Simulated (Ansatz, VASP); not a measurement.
# WS2 (Tungstenite) in two plane-wave programs

Aim: how closely do two programs agree when they are given the same cell, functional and k mesh? The cell is taken from a series of runs on this material, whose earlier steps may have relaxed, scaled, displaced or heated it; both programs get it as it stands.

Main program and level: Ansatz 0.2.0; plane waves, with VASP 6.6.1 beside it; dielectric response at PBE.

**1. The structure**

It takes space group P6_3/mmc (No. 194, hexagonal). The conventional cell has a = 3.153 Å, b = 3.153 Å, c = 12.323 Å, α = 90.00°, β = 90.00°, γ = 120.00°. Nearest to W lie 6 S at 2.40 Å. S has 3 W at 2.40 Å nearest. Farther neighbours and most contacts between anions are not listed.

**2. Ansatz: dielectric response, PBE**

Ansatz runs on its default PAW (the set named soft_2) files.

The response to a field tests empty states and converges slowly with the mesh.

input.yaml reads:

```yaml
crystal:
  lattice:
    - [3.1532, 0.0, 0.0]
    - [-1.5766, 2.7307513032, 0.0]
    - [0.0, 0.0, 12.323]
  atoms:
    - { symbol: W, position: [0.3333333333, 0.6666666667, 0.25] }
    - { symbol: W, position: [0.6666666667, 0.3333333333, 0.75] }
    - { symbol: S, position: [0.3333333333, 0.6666666667, 0.6225] }
    - { symbol: S, position: [0.6666666667, 0.3333333333, 0.1225] }
    - { symbol: S, position: [0.3333333333, 0.6666666667, 0.8775] }
    - { symbol: S, position: [0.6666666667, 0.3333333333, 0.3775] }
kpoints:
  mp_grid: { grid: [6, 6, 2] }
hamiltonian:
  xc: pbe
scf:
  occupations: { method: fixed }
dielectric: {}
```

Launch:

```
ansatz run input.yaml --threads 4 --pin off --max-ram 14745MiB --backend cpu --events-out ev --progress --plain --runs-dir out
```

Numbers of over 12 decimals in the logs are rounded to 6 here.

The log of the run:

```text
Engine: ansatz 0.2.0, x86_64-unknown-linux-gnu
Pseudopotentials: kind: paw
Pseudopotential: W, paw, valence charge 14, recommended cutoff 420 eV (normal), W.paw.azcp
Pseudopotential: S, paw, valence charge 6, recommended cutoff 420 eV (normal), S.paw.azcp
Functional definition: PBE
  parameter kappa = 0.804
  parameter beta = 0.066725
  exchange = pbe_x(kappa = kappa, mu = beta*pi^2/3)
  correlation = pbe_c(beta = beta)
Crystal: 6 atoms, lattice volume = 106.108 Å³
Basis set: ecut = 420 eV, 2057 PW (Γ), exchange–correlation on 48×48×180 points (8 copies of the dense FFT grid, shifted against one another)
Bands: 32, of which v1, the nominal top of the filled ones, is band 26 counted from 1 (25 counted from 0)
Symmetry: 24 space group operations
k-points: 26 of 72 (irreducible under 2 space group operations, time reversal used)
Non-local potential: W, projectors of the file, l = 0: 3, l = 1: 2, l = 2: 2, l = 3: 1
Non-local potential: S, projectors of the file, l = 0: 2, l = 1: 2, l = 2: 2
PAW form: soft (Blöchl's): semilocal exchange-correlation on the pseudo side does not see the compensation charge
PAW one-centre angular grid: W, 590 points (default); XC on 64 Gauss nodes
PAW one-centre angular grid: S, 110 points (default); XC on 64 Gauss nodes
Initial density: superposition of atomic densities (neutral atoms: chi_scale 0, normalization atom), corrected by the library's trained network
Initial wavefunctions: pseudopotential atomic-orbital guess
Functional: x = pbe(κ = 0.804, μ = 0.219515), c = pbe(β = 0.066725)
SCF iter   1: F=—  HF=-24382.730704 eV  |F-HF|=—  |Δ(HF+E_count)|=         —  Δρ=5.25e-3  dr2=1.42e-2  ethr=1.77e-3  ⟨swp⟩=5.0  Hψ=3329  notcnv=0  defer=79
preconditioner: auto → Resta (q_TF=auto, 2.423 Å⁻¹)  ε∞=7.5  [insulator: Δε(μ)=0.973 eV  Ē_g=8.463 eV  n_scr=26 (ndim 8)  ℏωp=21.6 eV  f_vac=0.016  ε∞_Penn≈7.5]
SCF iter   2: F=—  HF=-24382.735428 eV  |F-HF|=—  |Δ(HF+E_count)|=   4.72e-3  Δρ=2.84e-3  dr2=2.41e-3  ethr=2.73e-5  ⟨swp⟩=2.0  Hψ=1376  notcnv=0  defer=96
SCF iter   3: F=—  HF=-24382.739284 eV  |F-HF|=—  |Δ(HF+E_count)|=   3.86e-3  Δρ=1.14e-3  dr2=4.57e-4  ethr=4.64e-6  ⟨swp⟩=2.0  Hψ=1203  notcnv=0  defer=102
SCF iter   4: F=—  HF=-24382.740020 eV  |F-HF|=—  |Δ(HF+E_count)|=   7.37e-4  Δρ=7.41e-5  dr2=8.49e-6  ethr=8.78e-7  ⟨swp⟩=2.0  Hψ=1271  notcnv=0  defer=102
SCF iter   5: F=—  HF=-24382.740020 eV  |F-HF|=—  |Δ(HF+E_count)|=   1.35e-8  Δρ=1.86e-5  dr2=4.22e-7  ethr=1.63e-8  ⟨swp⟩=2.0  Hψ=1189  notcnv=0  defer=40
SCF iter   6: F=—  HF=-24382.740024 eV  |F-HF|=—  |Δ(HF+E_count)|=   3.92e-6  Δρ=5.21e-6  dr2=4.42e-8  ethr=8.12e-10  ⟨swp⟩=2.2  Hψ=1220  notcnv=0  defer=39
SCF iter   7: F=—  HF=-24382.740024 eV  |F-HF|=—  |Δ(HF+E_count)|=   3.79e-8  Δρ=1.11e-6  dr2=2.48e-9  ethr=8.50e-11  ⟨swp⟩=2.0  Hψ=1251  notcnv=0  defer=39
SCF iter   8: F=-24382.740024 eV  HF=-24382.740024 eV  |F-HF|=7.28e-11  |Δ(HF+E_count)|=   1.80e-9  Δρ=1.85e-7  dr2=5.58e-11  ethr=1.00e-12  ⟨swp⟩=8.0  Hψ=3795  notcnv=0
SCF 1 converged in 8 iterations: F = -24382.740024 eV  dr2 = 5.58e-11
  greatest PAW one-centre occupation: 1.000 electrons in one spin orbital (limit 2), on the W atom at site 1 (counted from 0), in its partial waves of l = 0
DFPT response loops at Γ: preconditioner auto → Resta (q_TF=auto, 2.423 Å⁻¹)  ε∞=7.8 (no band partly filled); β = 1.00, the filter's whole step (`scf.mixing.beta` (0.50) is not read by the response loops at its default; to damp them type it under 1.00, their step now; it binds the ground state too); Broyden in place of MSR1
── the response to a field inside a basis, on 12×12×4 k-points: an SCF that follows is theirs, and a resumed run solves both again ──
Bands: 27, of which v1, the nominal top of the filled ones, is band 26 counted from 1 (25 counted from 0)
k-points: 84 of 576 (irreducible under 8 space group operations)
Initial density: handed on by an earlier stage of this run
Initial wavefunctions: pseudopotential atomic-orbital guess (no wavefunctions were taken with the density)
Eigensolver: Dense (84 Hₖ)
SCF iter   1: F=—  HF=-24382.682046 eV  |F-HF|=—  |Δ(HF+E_count)|=         —  Δρ=3.64e-4  dr2=5.23e-5  ethr=1.00e-1
preconditioner: auto → Resta (q_TF=auto, 2.423 Å⁻¹)  ε∞=8.8  [insulator: Δε(μ)=1.113 eV  Ē_g=7.742 eV  n_scr=26 (ndim 8)  ℏωp=21.6 eV  f_vac=0.014  ε∞_Penn≈8.8]
SCF iter   2: F=—  HF=-24382.682056 eV  |F-HF|=—  |Δ(HF+E_count)|=   9.60e-6  Δρ=1.91e-4  dr2=1.26e-5  ethr=1.01e-7
SCF iter   3: F=—  HF=-24382.682061 eV  |F-HF|=—  |Δ(HF+E_count)|=   5.82e-6  Δρ=3.55e-5  dr2=1.79e-6  ethr=2.43e-8
SCF iter   4: F=-24382.682061 eV  HF=-24382.682061 eV  |F-HF|=1.15e-8  |Δ(HF+E_count)|=   8.84e-8  Δρ=8.58e-6  dr2=4.81e-8  ethr=3.44e-9
SCF 1 converged in 4 iterations: F = -24382.682061 eV  dr2 = 4.81e-8
  greatest PAW one-centre occupation: 0.999 electrons in one spin orbital (limit 2), on the W atom at site 1 (counted from 0), in its partial waves of l = 0
DFPT response loops at Γ: preconditioner auto → Resta (q_TF=auto, 2.423 Å⁻¹)  ε∞=7.3 (no band partly filled); β = 1.00, the filter's whole step (`scf.mixing.beta` (0.50) is not read by the response loops at its default; to damp them type it under 1.00, their step now; it binds the ground state too); Broyden in place of MSR1
SCF converged after 8 iterations
Free energy (F): -24382.740024 eV
Harris-Foulkes:  -24382.740024 eV  (|F-HF|=7.28e-11)
Internal energy: -24382.740024 eV  (E = F + TS)
E sigma→0 (E₀):  -24382.740024 eV
Fermi energy:    11.772319 eV
--- Per-component energies (eV) ---
  E_band       = -370.179012
  E_kinetic    = 1334.930852
  E_local      = -3493.893552  (includes V_loc(G=0)·N_el)
  E_nonlocal   = 114.816540
  E_hartree    = 1387.837947
  E_xc         = -925.296438
  E_vxc        = -831.408003  (∫ρ·V_xc dr)
  E_paw        = -19526.370306  (= ΣΔE_a)
  E_vpaw       = -270.300920  (= ΣTr[D̂ρ^β])
  E_aug_tail   = -0.000124  (compensation charges beyond the density's cutoff)
  E_ewald      = -3274.764942
  E_smearing   = -0.000000  (= −TS)
  E_closure    = 0.000000  (closes the sum)
  Σ components = -24382.740024   (vs F -24382.740024, Δ=0.00e0)
--- Band table (eV; the first three rows and the last of 26) ---
  k-point 0: bands = [... 22 lower, 9.5824, 10.2596, 10.5462, 11.7723, 14.0831, 14.0831, 14.0936, 14.0936, ... 2 higher]
  k-point 1: bands = [... 22 lower, 9.5556, 9.5556, 11.4543, 11.4543, 14.0757, 14.0757, 14.0757, 14.0757, ... 2 higher]
  k-point 2: bands = [... 22 lower, 9.4495, 10.3109, 10.5108, 10.9318, 13.3421, 13.7797, 13.9390, 14.0159, ... 2 higher]
  k-point 25: bands = [... 22 lower, 9.0679, 9.0679, 10.5260, 10.5260, 13.6964, 13.6964, 14.4608, 14.4608, ... 2 higher]
--- Dielectric response (ions clamped): 3 representative field directions + reference, inside a basis on a mesh of 576 k-points (Σ response iterations 12) ---
  ε∞ (high-frequency dielectric tensor):
       13.852461    -0.000000    -0.000000
       -0.000000    13.852461    -0.000000
       -0.000000    -0.000000     6.164376
  Born effective charges Z* (e; rows j = field, columns β = displacement):
    site 0:
        -0.56132   -0.00000    0.00000
        -0.00000   -0.56132   -0.00000
         0.00000   -0.00000   -0.45452
    site 1:
        -0.56132    0.00000    0.00000
         0.00000   -0.56132   -0.00000
         0.00000   -0.00000   -0.45452
    site 2:
         0.28066   -0.00000   -0.00000
        -0.00000    0.28066   -0.00000
         0.00000   -0.00000    0.22726
    site 3:
         0.28066    0.00000   -0.00000
         0.00000    0.28066    0.00000
        -0.00000    0.00000    0.22726
    site 4:
         0.28066    0.00000    0.00000
         0.00000    0.28066    0.00000
        -0.00000    0.00000    0.22726
    site 5:
         0.28066   -0.00000   -0.00000
        -0.00000    0.28066   -0.00000
         0.00000   -0.00000    0.22726
  Z* charge neutrality: 3.024e-3 e pre-enforcement
  solved inside a basis spanned on kpoints, on 12×12×4 k-points, its susceptibility summed on 22×22×6: ε∞ is read to err by 5.3e-2, Z* by 1.7e-2 e (field_mesh: kpoints solves on kpoints); Z* is corrected for what the basis lacks
```

In the SCF lines HF is the Harris–Foulkes energy and dr2 the Hartree energy of the density residual, in eV; the loop may stop once dr2 is under the threshold and the program's other checks hold. Hψ counts applications of the Hamiltonian.

[end of part 1 of 2]

[Lines on the potential files, build, host, timing and source positions are cut from VASP's logs without a mark.]

[Logs are printed without paths, hosts, clocks, repeated set-up lines and the standing remarks that a program may print on its own settings, such as how far it seeks lower states.]

[Hosts, paths, dates, database ids (printed as entryN), source tags and the programs' standing remarks are cut or masked in the printed files.]
